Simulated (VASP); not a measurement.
# How a change of volume changes Al2Pt (Fm-3m)

Wanted: the elastic response of Al2Pt to a change of volume, with a fit that predicts a row left out.

Main program and level: VASP 6.6.1; PBEsol; plane waves and PAW (Pt, Al); cell typed or built by script, in the first sound run; inputs show where later runs differ.

### Step 1. Set-up

It takes space group Fm-3m (No. 225, cubic). The conventional cell has a = 5.920 Å, b = 5.920 Å, c = 5.920 Å, α = 90.00°, β = 90.00°, γ = 90.00°. Nearest to Pt lie 8 Al at 2.56 Å. Nearest to Al lie 4 Pt at 2.56 Å. Farther neighbours are not listed.

Structure file:

```cif
data_structure
_symmetry_space_group_name_H-M 'P 1'
_symmetry_Int_Tables_number 1
_cell_length_a 4.1861
_cell_length_b 4.1861
_cell_length_c 4.1861
_cell_angle_alpha 60.000
_cell_angle_beta 60.000
_cell_angle_gamma 60.000
_cell_volume 51.87
loop_
_atom_site_label
_atom_site_type_symbol
_atom_site_fract_x
_atom_site_fract_y
_atom_site_fract_z
_atom_site_occupancy
Pt1 Pt 0.00000 0.00000 0.00000 1
Al2 Al 0.25000 0.25000 0.25000 1
Al3 Al 0.75000 0.75000 0.75000 1
```

### Step 2. Relax the crystal, PBEsol

The series starts from the cell that this level prefers, so that zero strain is near zero stress.

This step took 2 runs in a row; the last is shown.

Level: PBEsol; plane waves and PAW (Pt, Al); cell typed or built by script.

File INCAR:

```
SYSTEM = Al2Pt
PREC = Accurate
ENCUT = 450
EDIFF = 1E-07
NELM = 120
ISMEAR = 1
SIGMA = 0.15
LREAL = .FALSE.
ALGO = Normal
GGA = PS
NBANDS = 14
LASPH = .TRUE.
LORBIT = 11
LWAVE = .FALSE.
LCHARG = .FALSE.
KPAR = 8
IBRION = 2
NSW = 40
ISIF = 3
EDIFFG = -0.005
POTIM = 0.4
```

File POSCAR:

```
Al2Pt
1.0
    0.0000000000      2.9479416054      2.9479416054
    2.9479416054      0.0000000000      2.9479416054
    2.9479416054      2.9479416054      0.0000000000
Pt Al
1 2
Direct
    0.0000000000      0.0000000000      0.0000000000
    0.2500000000      0.2500000000      0.2500000000
    0.7500000000      0.7500000000      0.7500000000
```

File KPOINTS:

```
Automatic mesh
0
Gamma
15 15 15
0 0 0
```

PAW data sets: Pt and Al (PBE family, release 64).

Run with:

```
$ mpirun -np 8 vasp_std
```

What it wrote:

```text
[banner, memory and clock lines left out]
running    8 mpi-ranks, on    1 nodes
[...]
|                                                                             |
|           W    W    AA    RRRRR   N    N  II  N    N   GGGG   !!!           |
|           W    W   A  A   R    R  NN   N  II  NN   N  G    G  !!!           |
|           W    W  A    A  R    R  N N  N  II  N N  N  G       !!!           |
|           W WW W  AAAAAA  RRRRR   N  N N  II  N  N N  G  GGG   !            |
|           WW  WW  A    A  R   R   N   NN  II  N   NN  G    G                |
|           W    W  A    A  R    R  N    N  II  N    N   GGGG   !!!           |
|                                                                             |
|     For optimal performance we recommend to set                             |
|       NCORE = 2 up to number-of-cores-per-socket                            |
|     NCORE specifies how many cores store one orbital (NPAR=cpu/NCORE).      |
|     This setting can greatly improve the performance of VASP for DFT.       |
[...]
|     You enforced a specific xc type in the INCAR file but a different       |
|     [... a line on the potential file left out ...]
|     I HOPE YOU KNOW WHAT YOU ARE DOING!                                     |
|                                                                             |

 LDA part: xc-table for (Slater+PW92), standard interpolation
 POSCAR, INCAR and KPOINTS ok, starting setup
[...]
entering main loop
       N       E                     dE             d eps       ncg     rms          rms(c)
DAV:   1     0.415247917171E+02    0.41525E+02   -0.61029E+03  3472   0.857E+02
DAV:   2    -0.170053512828E+02   -0.58530E+02   -0.51996E+02  4026   0.162E+02
DAV:   3    -0.184052041040E+02   -0.13999E+01   -0.13900E+01  4358   0.242E+01
DAV:   4    -0.184164292185E+02   -0.11225E-01   -0.11224E-01  3920   0.257E+00
[...]
DAV:  11    -0.177641382004E+02    0.45320E-05   -0.15470E-05  4134   0.384E-02    0.808E-03
DAV:  12    -0.177641382490E+02   -0.48553E-07   -0.14470E-06  3846   0.816E-03    0.190E-03
DAV:  13    -0.177641381660E+02    0.82959E-07   -0.35214E-07  3960   0.551E-03
   1 F= -.17764138E+02 E0= -.17763622E+02  d E =-.177641E+02
[...]
reached required accuracy - stopping structural energy minimisation
```

Wall time 25 s (8 MPI ranks of AMD EPYC 7R43, shared host); peak memory 1.6 GiB.

The logs omit lines about the potential files and the build; timing stands in the text.

From OUTCAR (step 2):

```text
  Total        0.0019697      0.0019697      0.0019697     -0.0000000      0.0000000     -0.0000000
  in kB        0.0615912      0.0615912      0.0615912     -0.0000000      0.0000000     -0.0000000
  external PRESSURE =       0.0615912 kB  Pullay stress =       0.0000000 kB

 POSITION                                       TOTAL-FORCE (eV/Angst)
 -----------------------------------------------------------------------------------
      0.00000      0.00000      0.00000        -0.000000      0.000000     -0.000000
      1.47397      1.47397      1.47397        -0.000000      0.000000     -0.000000
      4.42191      4.42191      4.42191         0.000000     -0.000000      0.000000
 -----------------------------------------------------------------------------------
    total drift:                                0.000000     -0.000000     -0.000000

  FREE ENERGIE OF THE ION-ELECTRON SYSTEM (eV)
  ---------------------------------------------------
  free  energy   TOTEN  =       -17.7641381660 eV

  energy  without entropy=      -17.7625894504  energy(sigma->0) =      -17.76362193

 reached required accuracy - stopping structural energy minimisation

[... 3 further parts left out ...]
[key lines of the parts left out:]
E-fermi :   7.8828
```

Numbers from this step:

| Item | Value |
| --- | --- |
| energy(sigma→0) of the program | -17.7636 eV |
| stress, compression positive | xx, yy, zz 0.01, 0.01, 0.01 GPa |
| volume | 51.237 Å³ |
| ionic steps | 1 |

### Step 3. Relax at fixed volume, PBEsol

One member in full: the volume is scaled by 0.94, and shape and atoms relax at that volume.

Level: PBEsol; plane waves and PAW (Pt, Al); cell typed or built by script.

Edit INCAR of step 2 so:

```diff
@@ -15,7 +15,7 @@
 LCHARG = .FALSE.
-KPAR = 8
+KPAR = 2
 IBRION = 2
 NSW = 40
-ISIF = 3
-EDIFFG = -0.005
+ISIF = 4
+EDIFFG = -0.004
 POTIM = 0.4
```

File POSCAR:

```
Al2Pt
1.0
    0.0000000000      2.8877626460      2.8877626460
    2.8877626460      0.0000000000      2.8877626460
    2.8877626460      2.8877626460      0.0000000000
Pt Al
1 2
Direct
    0.0000000000      0.0000000000      0.0000000000
    0.2500000000      0.2500000000      0.2500000000
    0.7500000000      0.7500000000      0.7500000000
```

KPOINTS is that of step 2.

Run with:

```
$ mpirun -np 2 vasp_std
```

What it wrote:

```text
[banner, memory and clock lines left out]
running    2 mpi-ranks, on    1 nodes
[...]
[... a notice as in an earlier step ...]

 LDA part: xc-table for (Slater+PW92), standard interpolation
 POSCAR, INCAR and KPOINTS ok, starting setup
[...]
entering main loop
       N       E                     dE             d eps       ncg     rms          rms(c)
DAV:   1     0.412392412198E+02    0.41239E+02   -0.61493E+03  3496   0.864E+02
DAV:   2    -0.170534157445E+02   -0.58293E+02   -0.52305E+02  4016   0.166E+02
DAV:   3    -0.183563814778E+02   -0.13030E+01   -0.12955E+01  4374   0.238E+01
DAV:   4    -0.183665516669E+02   -0.10170E-01   -0.10169E-01  3876   0.248E+00
[...]
DAV:  11    -0.176738376538E+02    0.36385E-05   -0.12272E-05  4098   0.345E-02    0.795E-03
DAV:  12    -0.176738376956E+02   -0.41764E-07   -0.10289E-06  3876   0.704E-03    0.199E-03
DAV:  13    -0.176738376318E+02    0.63787E-07   -0.33389E-07  3720   0.542E-03
   1 F= -.17673838E+02 E0= -.17673360E+02  d E =-.176738E+02
[...]
reached required accuracy - stopping structural energy minimisation
```

Run time: 56 s. Hardware: 2 MPI ranks; peak memory 0.32 GiB.

Parts of OUTCAR (step 3):

```text
  Total        2.9788050      2.9788050      2.9788050      0.0000000     -0.0000000      0.0000000
  in kB       99.0919037     99.0919037     99.0919037      0.0000000     -0.0000000      0.0000000
  external PRESSURE =      99.0919037 kB  Pullay stress =       0.0000000 kB

 POSITION                                       TOTAL-FORCE (eV/Angst)
 -----------------------------------------------------------------------------------
      0.00000      0.00000      0.00000         0.000000      0.000000      0.000000
      1.44388      1.44388      1.44388        -0.000000      0.000000      0.000000
      4.33164      4.33164      4.33164        -0.000000     -0.000000     -0.000000
 -----------------------------------------------------------------------------------
    total drift:                               -0.000000     -0.000000      0.000000

  FREE ENERGIE OF THE ION-ELECTRON SYSTEM (eV)
  ---------------------------------------------------
  free  energy   TOTEN  =       -17.6738376318 eV

  energy  without entropy=      -17.6724051014  energy(sigma->0) =      -17.67336012

[... 2 parts as in an earlier step ...]

[... 2 further parts left out ...]
[key lines of the parts left out:]
E-fermi :   8.6396
```

Numbers from this step:

- energy(sigma→0) of the program: -17.6734 eV
- stress, compression positive: xx, yy, zz 9.91, 9.91, 9.91 GPa
- ionic steps: 1

### Step 4. The table

The other members went through these steps as far as the tables show, with the same cutoff and, step by step, the same mesh; 9 runs are not shown. The session took 0.49 core hours (wall time by ranks) on a shared machine.

| volume over the relaxed volume | volume (Å³/atom) | pressure (GPa) | energy above the unstrained row, extrapolated to no smearing (meV/atom) |
| --- | --- | --- | --- |
| 0.940 | 16.054 | 9.909 | 30.087 |
| 0.955 | 16.311 | 7.124 | 16.474 |
| 0.970 | 16.567 | 4.557 | 7.141 |
| 0.985 | 16.823 | 2.189 | 1.751 |
| 1 | 17.079 | 0.006 | 0.000 |
| 1.015 | 17.335 | -2.006 | 1.601 |
| 1.030 | 17.591 | ? | ? |
| 1.045 | 17.848 | -5.568 | 13.832 |
| 1.060 | 18.104 | -7.140 | 23.994 |

### Step 5. A fit to the known rows

A least-squares cubic through the 8 rows shown, with u the logarithm of the volume ratio: pressure = − 307.6 u³ + 310.2 u² − 139.7 u + 0.005892 (GPa), r.m.s. residual 4.2e-4 GPa.

For the withheld row, u = 0.02956, the fit gives -3.860 GPa.

### Step 6. The withheld row

The calculation gives -3.860 GPa, so the prediction is right to the last digit shown.

A cubic of the pressure in ln(V/V₀) through all rows has the slope −B at V₀: B = 140 GPa, and its curvature gives B′ = 4.4.

### Step 7. Outcome

| Quantity | Value |
| --- | --- |
| error of the predicted pressure | 0.000 GPa |
| bulk modulus | 140 GPa |

What this shows: These are static values: temperature and zero-point motion are left out. In a metal the slopes also depend on mesh and smearing, which were held through the series.

[Lines on the potential files, build, host, timing and source positions are cut from VASP's logs without a mark.]

[Logs are printed without paths, hosts, clocks, repeated set-up lines and the standing remarks that a program may print on its own settings, such as how far it seeks lower states.]

[Hosts, paths, dates, database ids (printed as entryN), source tags and the programs' standing remarks are cut or masked in the printed files.]

[In band tables of VASP the shares of atoms and orbitals are scaled to a sum of 1 inside the atoms' spheres.]
